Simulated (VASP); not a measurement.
LiSb2Rh:

```
CELL_PARAMETERS angstrom
3.85108 0.00000 0.00000
-1.92554 3.33514 0.00000
-1.92554 1.11171 6.07842
ATOMIC_POSITIONS crystal
Rh 0.00000 0.00000 0.00000
Li 0.50000 0.50000 0.50000
Sb 0.25000 0.75000 0.75000
Sb 0.75000 0.25000 0.25000
```

The cell was built by a generator and needn't be a form met in nature.

| Item | Value |
| --- | --- |
| Program | VASP 6.6.1 |
| Task | relaxation of cell and atoms |
| Functional | PBE |
| Potentials or basis | VASP PAW PBE potentials, release 64 (Rh_pv, Li_sv, Sb) |
| Cutoff | 600 eV |
| k mesh | 7 × 7 × 7 |
| Occupations | fermi-dirac, width 0.1 eV |
| Spin | no spin polarisation |

At the start: pressure 3.7 GPa; volume 19.52 Å³/atom.

Q: How do energy, volume and symmetry change on relaxing?

A: Over 44 steps the energy falls by 125.7 meV/atom and the volume is 21.25 Å³/atom (+8.9 %); space group R-3m (No. 166, to 0.05 Å).

Step by step:
```tsv
step	energy change (eV)	largest force (eV/Å)	pressure (GPa)	volume (Å³)
1	0.0000	1.1186	3.71	78.07
3	-0.2106	1.0991	-3.17	87.51
5	-0.4025	0.0561	1.33	87.13
7	-0.4168	0.0066	0.59	89.20
9	-0.4197	0.0070	-0.01	90.67
11	-0.4200	0.0032	0.01	90.67
13	-0.4220	0.0115	0.08	90.66
15	-0.4459	0.0266	0.22	90.33
17	-0.4781	0.1871	0.15	89.73
19	-0.4792	0.2431	0.15	89.57
21	-0.4793	0.2509	0.08	89.59
23	-0.4798	0.2430	0.04	89.60
25	-0.4815	0.2074	-0.13	89.64
27	-0.4854	0.0696	-0.79	89.82
29	-0.4895	0.0663	-0.49	89.12
31	-0.4916	0.0521	1.02	86.00
33	-0.4954	0.0162	0.20	87.16
35	-0.4971	0.0550	-0.04	86.78
37	-0.5015	0.0058	0.13	85.76
39	-0.5022	0.0535	0.30	84.95
41	-0.5025	0.0222	-0.02	85.13
43	-0.5026	0.0151	-0.02	85.09
44	-0.5026	0.0042	-0.02	85.01
```

Final structure:
```
Rh Li Sb
1.0
     4.32438    0.00000    0.00000
    -2.16219    3.74503    0.00000
    -2.16219    1.24834    5.24933
Rh Li Sb
1 1 2
Direct
  0.00000 0.00000 0.00000
  0.50000 0.50000 0.50000
  0.26633 0.73367 0.79899
  0.73367 0.26633 0.20101
```

Caveat: the cutoff is under 1.25 times the usual one of these potentials, so pressure, stress and relaxed cells hold a basis-set (Pulay) error.
